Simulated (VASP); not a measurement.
These are LDA (Ceperley-Alder, Perdew-Zunger), VASP's LDA PAW potentials (set 64) (plane waves; VASP 6.6.1) values and carry that method's errors.

VASP ran on this input.

**INCAR**
```
ALGO = Normal
EDIFF = 1E-6
EDIFFG = -0.02
ENCUT = 620
IBRION = 2
ISIF = 3
ISMEAR = 0
LASPH = T
LCHARG = F
LMAXMIX = 4
LREAL = F
LWAVE = F
NELM = 100
NSW = 40
PREC = Accurate
PSTRESS = 300
SIGMA = 0.05
SYSTEM = KZnF3
```

**KPOINTS**
```
Automatic mesh
0
Gamma
6 6 6
0 0 0
```

**POSCAR**
```
KZnF3
1
    3.7288834540     0.0000000000     0.0000000000
   -0.0000000000     3.7288834540     0.0000000000
   -0.0000000000    -0.0000000000     3.7288834540
K Zn F
1 1 3
Direct
  0.0000000000   0.0000000000   0.0000000000
  0.5000000000   0.5000000000   0.5000000000
  0.5000000000   0.0000000000   0.5000000000
  0.0000000000   0.5000000000   0.5000000000
  0.5000000000   0.5000000000   0.0000000000
```

POTCAR, in this order: K_sv Zn F (LDA.64 set). Program: vasp_std.

What VASP printed:

OUTCAR:
```
 ion  position               nearest neighbor table
   1  0.000  0.000  0.000-   3 2.64   4 2.64   5 2.64   3 2.64   4 2.64   4 2.64   5 2.64   4 2.64
                             3 2.64   5 2.64   3 2.64   5 2.64   2 3.23   2 3.23   2 3.23   2 3.23
   2  0.500  0.500  0.500-   3 1.86   4 1.86   5 1.86   5 1.86   3 1.86   4 1.86   1 3.23   1 3.23
                             1 3.23   1 3.23   1 3.23   1 3.23   1 3.23   1 3.23
   3  0.500  0.000  0.500-   2 1.86   2 1.86   1 2.64   1 2.64   1 2.64   1 2.64
   4  0.000  0.500  0.500-   2 1.86   2 1.86   1 2.64   1 2.64   1 2.64   1 2.64
   5  0.500  0.500  0.000-   2 1.86   2 1.86   1 2.64   1 2.64   1 2.64   1 2.64
  LATTYP: Found a simple cubic cell.
 ALAT       =     3.7288834540
 Subroutine PRICEL returns:
 Original cell was already a primitive cell.
 Subroutine GETGRP returns: Found 48 space group operations
The static configuration has the point symmetry O_h .
The dynamic configuration has the point symmetry O_h .
 Subroutine INISYM returns: Found 48 space group operations
 Subroutine IBZKPT returns following result:
 Found     20 irreducible k-points:

 Following reciprocal coordinates:
            Coordinates               Weight
  0.000000  0.000000  0.000000      1.000000
  0.166667  0.000000  0.000000      6.000000
  0.333333  0.000000  0.000000      6.000000
  0.500000  0.000000  0.000000      3.000000
...
```

File OSZICAR:
```
       N       E                     dE             d eps       ncg     rms          rms(c)
DAV:   1     0.516226399239E+03    0.51623E+03   -0.25980E+04  1000   0.247E+03
DAV:   2     0.179121050162E+02   -0.49831E+03   -0.48578E+03  1144   0.578E+02
DAV:   3    -0.230368455986E+02   -0.40949E+02   -0.40752E+02  1204   0.174E+02
DAV:   4    -0.241552041113E+02   -0.11184E+01   -0.11163E+01  1538   0.258E+01
DAV:   5    -0.241678697042E+02   -0.12666E-01   -0.12662E-01  1335   0.250E+00    0.194E+01
DAV:   6    -0.222253067074E+02    0.19426E+01   -0.69906E+00  1505   0.366E+01    0.131E+01
DAV:   7    -0.222402942441E+02   -0.14988E-01   -0.11922E+00  1079   0.837E+00    0.709E+00
DAV:   8    -0.222305298182E+02    0.97644E-02   -0.33905E-01  1388   0.112E+01    0.116E+00
DAV:   9    -0.222163473073E+02    0.14183E-01   -0.41703E-02  1504   0.532E+00    0.538E-01
DAV:  10    -0.222128956762E+02    0.34516E-02   -0.54686E-02  1517   0.578E+00    0.213E-01
DAV:  11    -0.222126579707E+02    0.23771E-03   -0.94432E-03  1483   0.167E+00    0.585E-02
DAV:  12    -0.222127069008E+02   -0.48930E-04   -0.89905E-04  1247   0.264E-01    0.274E-02
DAV:  13    -0.222126976793E+02    0.92216E-05   -0.62269E-05  1453   0.101E-01    0.880E-03
DAV:  14    -0.222126975881E+02    0.91135E-07   -0.76450E-06  1175   0.210E-02
   1 F= -.12504310E+02 E0= -.12504310E+02  d E =-.125043E+02
```

**OUTCAR**
```
------------------------ aborting loop because EDIFF is reached ----------------------------------------
  FORCE on cell =-STRESS in cart. coord.  units (eV):
  Direction    XX          YY          ZZ          XY          YZ          ZX
  --------------------------------------------------------------------------------------
  Total        9.7006271      9.7006271      9.7006271     -0.0000000     -0.0000000      0.0000000
  in kB      299.7601949    299.7601949    299.7601949     -0.0000000     -0.0000000      0.0000000
  external PRESSURE =      -0.2398051 kB  Pullay stress =     300.0000000 kB
  volume of cell :       51.85
      direct lattice vectors                 reciprocal lattice vectors
     3.728883454  0.000000000  0.000000000     0.268176791  0.000000000  0.000000000
     0.000000000  3.728883454  0.000000000     0.000000000  0.268176791  0.000000000
     0.000000000  0.000000000  3.728883454     0.000000000  0.000000000  0.268176791
 POSITION                                       TOTAL-FORCE (eV/Angst)
 -----------------------------------------------------------------------------------
      0.00000      0.00000      0.00000         0.000000      0.000000      0.000000
      1.86444      1.86444      1.86444         0.000000      0.000000      0.000000
      1.86444      0.00000      1.86444         0.000000      0.000000      0.000000
      0.00000      1.86444      1.86444         0.000000      0.000000      0.000000
      1.86444      1.86444      0.00000         0.000000      0.000000      0.000000
 -----------------------------------------------------------------------------------
    total drift:                                0.000000      0.000000     -0.000000
  FREE ENERGIE OF THE ION-ELECTRON SYSTEM (eV)
  ---------------------------------------------------
  free  energy   TOTEN  =       -22.2126975881 eV

  energy  without entropy=      -22.2126975881  energy(sigma->0) =      -22.21269759
  enthalpy is  TOTEN    =       -12.5043101083 eV   P V=        9.7083874799

 reached required accuracy - stopping structural energy minimisation
```
(Selected blocks of OUTCAR.)

### OUTCAR
```
 val. band max:        1.8262730312   @ k =   0.5000   0.5000   0.5000

 cond. band min:       6.1792588510   @ k =   0.0000   0.0000   0.0000


 Fermi energy:         2.1314157401

 k-point     1 :       0.0000    0.0000    0.0000
  band No.  band energies     occupation
      1     -25.9912      2.00000
      2     -21.7747      2.00000
      3     -20.7488      2.00000
      4     -20.7488      2.00000
      5      -9.7723      2.00000
      6      -9.7723      2.00000
      7      -9.7723      2.00000
      8      -4.6467      2.00000
      9      -4.6467      2.00000
     10      -4.6467      2.00000
     11      -2.4461      2.00000
     12      -2.4461      2.00000
     13      -2.4461      2.00000
     14      -2.0928      2.00000
     15      -2.0928      2.00000
     16      -2.0928      2.00000
     17      -1.7142      2.00000
     18      -1.7142      2.00000
     19      -1.6117      2.00000
     20      -1.6117      2.00000
     21      -1.6117      2.00000
     22       6.1793      0.00000
     23       8.9075      0.00000
     24       8.9075      0.00000
     25      11.5805      0.00000

 k-point     2 :       0.1667    0.0000    0.0000
  band No.  band energies     occupation
      1     -25.9626      2.00000
      2     -21.7443      2.00000
      3     -20.8007      2.00000
      4     -20.7442      2.00000
      5      -9.7337      2.00000
      6      -9.7337      2.00000
      7      -9.7313      2.00000
      8      -5.0844      2.00000
      9      -4.6437      2.00000
     10      -4.6437      2.00000
     11      -2.9057      2.00000
     12      -2.9057      2.00000
     13      -2.4431      2.00000
     14      -2.3626      2.00000
     15      -2.1963      2.00000
     16      -1.9038      2.00000
     17      -1.9038      2.00000
     18      -1.7139      2.00000
     19      -1.4172      2.00000
     20      -1.4172      2.00000
     21      -0.8520      2.00000
     22       6.7936      0.00000
     23       9.2334      0.00000
...
```

The compound is KZnF3 in the cubic perovskite structure. It was relaxed first under an external pressure of 30 GPa.
